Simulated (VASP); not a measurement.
Here is the system:

```
GaN
1.0
    0.00000     2.24763     2.24763
    2.24763     0.00000     2.24763
    2.24763     2.24763     0.00000
Ga N
1 1
Direct
  0.00000   0.00000   0.00000
  0.75000   0.75000   0.75000
```

Computed with PBEsol GGA, VASP's PBE PAW potentials (set 64) (plane waves; VASP). Run with PREC = Normal, EDIFF = 1E-5, 450 eV cut-off, 11×11×11 Γ-centred mesh, Gaussian smearing of 0.050 eV, potentials Ga_d N.

Question: What does the run give for the energy per atom (σ→0), band gap (on the k-mesh) with the smallest direct gap where there is one?

Answer: 
```
Item                                         Result
-----------------------------------  --------------
band gap (on the k-mesh)                    1.73 eV
smallest direct gap (on the k-mesh)         1.73 eV
energy per atom (σ→0)                -6.564 eV/atom
```

The absolute energy has meaning only against runs of the same code, potentials and settings.

The compound is GaN in the zinc blende structure, a metastable form; wurtzite is the usual one. It was relaxed first.
